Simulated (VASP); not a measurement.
Level of theory: r2SCAN+rVV10, VASP's PBE PAW potentials (set 64) (plane waves; VASP 6.6.1).

VASP input:

POSCAR:
```
Pt3Ti
1
    3.9550358184     0.0000000000     0.0000000000
    0.0000000000     3.9550358184     0.0000000000
    0.0000000000     0.0000000000     3.9550358184
Ti Pt
1 3
Direct
  0.0000000000   0.0000000000   0.0000000000
  0.0000000000   0.5000000000   0.5000000000
  0.5000000000   0.0000000000   0.5000000000
  0.5000000000   0.5000000000   0.0000000000
```

### INCAR
```
! general
SYSTEM  =Pt3Ti
PREC    =Accurate
ENCUT   =520
LREAL   =F
LASPH   =T

! electronic loop
EDIFF   =1E-7
NELM    =100
ALGO    =Normal
LMAXMIX =6
LMIXTAU =T

! smearing
ISMEAR  =1
SIGMA   =0.1

! functional
METAGGA =R2SCAN
LUSE_VDW=T
BPARAM  =11.95
CPARAM  =0.0093

! ions
ISIF    =2

! output
LWAVE   =F
LCHARG  =F
```

**KPOINTS**
```
Automatic mesh
0
Gamma
8 8 8
0 0 0
```

POTCAR, in this order: Ti_sv Pt (PBE.64 set). Program: vasp_std.

The resulting files:

OUTCAR:
```
 ion  position               nearest neighbor table
   1  0.000  0.000  0.000-   2 2.80   3 2.80   4 2.80   2 2.80   3 2.80   2 2.80   4 2.80   2 2.80
                             3 2.80   4 2.80   3 2.80   4 2.80
   2  0.000  0.500  0.500-   1 2.80   3 2.80   4 2.80   1 2.80   4 2.80   1 2.80   3 2.80   1 2.80
                             3 2.80   4 2.80   4 2.80   3 2.80
   3  0.500  0.000  0.500-   1 2.80   2 2.80   4 2.80   1 2.80   4 2.80   2 2.80   4 2.80   4 2.80
                             1 2.80   2 2.80   1 2.80   2 2.80
   4  0.500  0.500  0.000-   1 2.80   2 2.80   3 2.80   2 2.80   3 2.80   1 2.80   3 2.80   3 2.80
                             1 2.80   2 2.80   2 2.80   1 2.80
  LATTYP: Found a simple cubic cell.
 ALAT       =     3.9550358184
 Subroutine PRICEL returns:
 Original cell was already a primitive cell.
 Subroutine GETGRP returns: Found 48 space group operations
The static configuration has the point symmetry O_h .
The dynamic configuration has the point symmetry O_h .
 Subroutine INISYM returns: Found 48 space group operations
 Subroutine IBZKPT returns following result:
 Found     35 irreducible k-points:

 Following reciprocal coordinates:
            Coordinates               Weight
  0.000000  0.000000  0.000000      1.000000
  0.125000  0.000000  0.000000      6.000000
  0.250000  0.000000  0.000000      6.000000
...
```

### OSZICAR
```
       N       E                     dE             d eps       ncg     rms          rms(c)
DAV:   1     0.242548168102E+03    0.24255E+03   -0.21815E+04  1750   0.185E+03
DAV:   2    -0.149756701013E+03   -0.39230E+03   -0.38526E+03  1881   0.465E+02
DAV:   3    -0.184680260928E+03   -0.34924E+02   -0.33581E+02  2674   0.116E+02
DAV:   4    -0.185832258331E+03   -0.11520E+01   -0.11471E+01  2128   0.218E+01
DAV:   5    -0.185870795843E+03   -0.38538E-01   -0.38500E-01  2540   0.396E+00    0.218E+01
DAV:   6    -0.170866563296E+03    0.15004E+02   -0.22959E+01  2489   0.461E+01    0.915E+00
DAV:   7    -0.171111833488E+03   -0.24527E+00   -0.16871E+01  2441   0.269E+01    0.918E+00
DAV:   8    -0.170046238013E+03    0.10656E+01   -0.27297E+00  2323   0.974E+00    0.366E+00
DAV:   9    -0.170563460750E+03   -0.51722E+00   -0.31658E+00  2456   0.111E+01    0.388E+00
DAV:  10    -0.170376295558E+03    0.18717E+00   -0.21694E+00  2420   0.107E+01    0.105E+00
DAV:  11    -0.170378451319E+03   -0.21558E-02   -0.10491E-01  2639   0.200E+00    0.232E-01
DAV:  12    -0.170377312357E+03    0.11390E-02   -0.28758E-03  2131   0.379E-01    0.190E-01
DAV:  13    -0.170376222709E+03    0.10896E-02   -0.44440E-03  2106   0.455E-01    0.174E-01
DAV:  14    -0.170379660524E+03   -0.34378E-02   -0.43490E-03  1994   0.407E-01    0.602E-02
DAV:  15    -0.170379601149E+03    0.59375E-04   -0.15685E-04  2163   0.102E-01    0.454E-02
DAV:  16    -0.170379677681E+03   -0.76532E-04   -0.66525E-04  2411   0.170E-01    0.410E-02
DAV:  17    -0.170379641986E+03    0.35696E-04   -0.44248E-05  1895   0.542E-02    0.321E-02
DAV:  18    -0.170379666040E+03   -0.24055E-04   -0.61953E-06  2312   0.159E-02    0.251E-02
DAV:  19    -0.170379703473E+03   -0.37432E-04   -0.79023E-05  2292   0.589E-02    0.587E-03
DAV:  20    -0.170379703982E+03   -0.50890E-06   -0.29662E-06  2107   0.139E-02    0.174E-03
DAV:  21    -0.170379703972E+03    0.98721E-08   -0.85381E-08  1294   0.228E-03
   1 F= -.17037970E+03 E0= -.17037925E+03  d E =-.137458E-02
```

### OUTCAR
```
------------------------ aborting loop because EDIFF is reached ----------------------------------------
  FORCE on cell =-STRESS in cart. coord.  units (eV):
  Direction    XX          YY          ZZ          XY          YZ          ZX
  --------------------------------------------------------------------------------------
  Total       -2.8306016     -2.8306016     -2.8306016     -0.0000000      0.0000000     -0.0000000
  in kB      -73.3057539    -73.3057539    -73.3057539     -0.0000000      0.0000000     -0.0000000
  external PRESSURE =     -73.3057539 kB  Pullay stress =       0.0000000 kB
  volume of cell :       61.87
      direct lattice vectors                 reciprocal lattice vectors
     3.955035818  0.000000000  0.000000000     0.252842211  0.000000000  0.000000000
     0.000000000  3.955035818  0.000000000     0.000000000  0.252842211  0.000000000
     0.000000000  0.000000000  3.955035818     0.000000000  0.000000000  0.252842211
 POSITION                                       TOTAL-FORCE (eV/Angst)
 -----------------------------------------------------------------------------------
      0.00000      0.00000      0.00000         0.000000      0.000000      0.000000
      0.00000      1.97752      1.97752         0.000000      0.000000      0.000000
      1.97752      0.00000      1.97752         0.000000      0.000000      0.000000
      1.97752      1.97752      0.00000         0.000000      0.000000      0.000000
 -----------------------------------------------------------------------------------
    total drift:                                0.000000      0.000000     -0.000000
  FREE ENERGIE OF THE ION-ELECTRON SYSTEM (eV)
  ---------------------------------------------------
  free  energy   TOTEN  =      -170.3797039719 eV

  energy  without entropy=     -170.3783293878  energy(sigma->0) =     -170.37924578
```
(Selected blocks of OUTCAR.)

The compound is Pt3Ti in the L1_2 structure. This cell is one point of a volume scan, at 1.03 of the reference volume.
